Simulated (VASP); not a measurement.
**SiC: band structure with PBE**

**The experiment to reproduce.**

From “Insight into the structural, elastic and electronic properties of a new orthorhombic 6O-SiC polytype”, 2020, pmc:7200658, for a bulk crystal of SiC: band gap 2.4 eV (indirect).

SiC:

```
Si C
1.0
     0.00000    2.17900    2.17900
     2.17900    0.00000    2.17900
     2.17900    2.17900    0.00000
Si C
1 1
Direct
  0.00000 0.00000 0.00000
  0.25000 0.25000 0.25000
```

```
Program                : VASP 6.6.1
Task                   : band structure
Functional             : PBE
Potentials or basis    : VASP PAW PBE potentials, release 64 (Si, C)
Cutoff                 : 520 eV
k mesh                 : 12 × 12 × 12
Occupations            : gaussian, width 0.02 eV
Spin                   : no spin polarisation
Further INCAR settings : ALGO = Normal; EDIFF = 1e-07; NBANDS = 11
```

The pressure is 3.2 GPa. The band gap on the k mesh is 1.36 eV, indirect (least direct gap 4.54 eV) and the band gap along the path is 1.36 eV, indirect (least direct gap 4.54 eV).

Levels at the corners of the path, in eV from the valence-band top:
```
point  band 1  band 2  band 3  band 4  band 5  band 6  band 7  band 8  band 9
    Γ  -15.40    0.00    0.00    0.00    6.23    7.31    7.31    7.31   14.51
    X  -10.39   -7.79   -3.18   -3.18    1.36    4.32   14.04   14.04   14.79
    X  -10.39   -7.79   -3.18   -3.18    1.36    4.32   14.04   14.04   14.79
    W  -10.15   -7.02   -4.99   -4.69    5.21    9.45    9.46    9.77   14.24
    W  -10.15   -7.02   -4.99   -4.69    5.21    9.45    9.46    9.77   14.24
    K  -10.39   -7.27   -5.54   -2.59    3.11    7.77   11.85   12.46   13.04
    K  -10.39   -7.27   -5.54   -2.59    3.11    7.77   11.85   12.46   13.04
    Γ  -15.40    0.00    0.00    0.00    6.23    7.31    7.31    7.31   14.51
    Γ  -15.40    0.00    0.00    0.00    6.23    7.31    7.31    7.31   14.51
    L  -11.84   -8.53   -1.05   -1.05    5.43    7.23    7.23   10.05   16.20
    L  -11.84   -8.53   -1.05   -1.05    5.43    7.23    7.23   10.05   16.20
    U  -10.39   -7.27   -5.54   -2.59    3.11    7.77   11.85   12.46   13.04
    U  -10.39   -7.27   -5.54   -2.59    3.11    7.77   11.85   12.46   13.04
    W  -10.15   -7.02   -4.99   -4.69    5.21    9.45    9.46    9.77   14.24
    W  -10.15   -7.02   -4.99   -4.69    5.21    9.45    9.46    9.77   14.24
    L  -11.84   -8.53   -1.05   -1.05    5.43    7.23    7.23   10.05   16.20
    L  -11.84   -8.53   -1.05   -1.05    5.43    7.23    7.23   10.05   16.20
    K  -10.39   -7.27   -5.54   -2.59    3.11    7.77   11.85   12.46   13.04
    U  -10.39   -7.27   -5.54   -2.59    3.11    7.77   11.85   12.46   13.04
    X  -10.39   -7.79   -3.18   -3.18    1.36    4.32   14.04   14.04   14.79
```

Run time: 20 s on 1 thread of Intel(R) Xeon(R) Platinum 8259CL CPU @ 2.50GHz (Skylake/Cascade Lake), with other jobs on the host, peak memory 0.15 GiB.

Measured gap of SiC: 2.4 eV (indirect; quoted in “Insight into the structural, elastic and electronic properties of a new orthorhombic 6O-SiC polytype”, 2020, pmc:7200658). This calculation gives 1.36 eV (-1.04 eV). The value is that of PBE, without temperature or zero-point motion. Semilocal functionals fall short of measured gaps as a rule.
